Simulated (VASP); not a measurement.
A run of VASP 6.6.1 is set up as follows.

Contents of POSCAR:

```
NaSb2Au
1.0
    4.3573000000      0.0000000000      0.0000000000
   -2.1786500000      3.7735400000      0.0000000000
    0.0000000000      0.0000000000      6.8184700000
Na Sb Au
1 2 1
Direct
    0.0000000000      0.0000000000      0.5000000000
    0.6666700000      0.3333300000      0.8163200000
    0.3333300000      0.6666700000      0.1836800000
    0.0000000000      0.0000000000      0.0000000000
```

Contents of INCAR.step1:

```
PREC     = Accurate       # precision mode
ENCUT    = 520            # plane-wave cutoff, eV
EDIFF    = 1E-6           # SCF threshold, eV
ISMEAR   = -1             # smearing method
SIGMA    = 0.05           # smearing width, eV
LREAL    = False          # projectors in reciprocal space
LASPH    = True           # aspherical terms in the spheres
NELM     = 80             # most SCF steps
ALGO     = Fast           # electronic algorithm
ISIF     = 2              # what is computed and relaxed
LWAVE    = False          # write WAVECAR
LCHARG   = True           # write CHGCAR
LMAXMIX  = 4              # l up to which the mixer works
GGA      = AM             # functional
```

File KPOINTS.step1:

```
Automatic mesh
0
Gamma
  5 5 3
```

File INCAR.step2:

```
PREC     = Accurate       # precision mode
ENCUT    = 520            # plane-wave cutoff, eV
EDIFF    = 1E-6           # SCF threshold, eV
ISMEAR   = 0              # smearing method
SIGMA    = 0.05           # smearing width, eV
LREAL    = False          # projectors in reciprocal space
LASPH    = True           # aspherical terms in the spheres
NELM     = 80             # most SCF steps
ALGO     = Fast           # electronic algorithm
ISIF     = 2              # what is computed and relaxed
LWAVE    = False          # write WAVECAR
LCHARG   = False          # write CHGCAR
LMAXMIX  = 4              # l up to which the mixer works
GGA      = AM             # functional
ICHARG   = 11             # starting density
```

Contents of KPOINTS.step2:

```
path GMKGALHA,LM,KH
15
line-mode
reciprocal
 0.0000000000  0.0000000000  0.0000000000  G
 0.5000000000  0.0000000000  0.0000000000  M

 0.5000000000  0.0000000000  0.0000000000  M
 0.3333333333  0.3333333333  0.0000000000  K

 0.3333333333  0.3333333333  0.0000000000  K
 0.0000000000  0.0000000000  0.0000000000  G

 0.0000000000  0.0000000000  0.0000000000  G
 0.0000000000  0.0000000000  0.5000000000  A

 0.0000000000  0.0000000000  0.5000000000  A
 0.5000000000  0.0000000000  0.5000000000  L

 0.5000000000  0.0000000000  0.5000000000  L
 0.3333333333  0.3333333333  0.5000000000  H

 0.3333333333  0.3333333333  0.5000000000  H
 0.0000000000  0.0000000000  0.5000000000  A

 0.5000000000  0.0000000000  0.5000000000  L
 0.5000000000  0.0000000000  0.0000000000  M

 0.3333333333  0.3333333333  0.0000000000  K
 0.3333333333  0.3333333333  0.5000000000  H
```

Potentials or basis: VASP PAW PBE potentials, release 64 (Na_pv, Sb, Au).

Command:

```bash
$ cat potpaw_PBE.64/Na_pv/POTCAR potpaw_PBE.64/Sb/POTCAR potpaw_PBE.64/Au/POTCAR > POTCAR
$ cp INCAR.step1 INCAR
$ cp KPOINTS.step1 KPOINTS
$ mpirun -np 1 vasp_std > vasp.out
$ cp INCAR.step2 INCAR
$ cp KPOINTS.step2 KPOINTS
$ mpirun -np 1 vasp_std > vasp.out
```

(1) Predict the band gap along the path.

## Answers

(1) none (metal or under the smearing width).

Caveat: the log is that of the step along the path at fixed density, whose energy, stress, charges and moments have no meaning; spin-orbit coupling is left out, which moves the levels of the heavy elements.
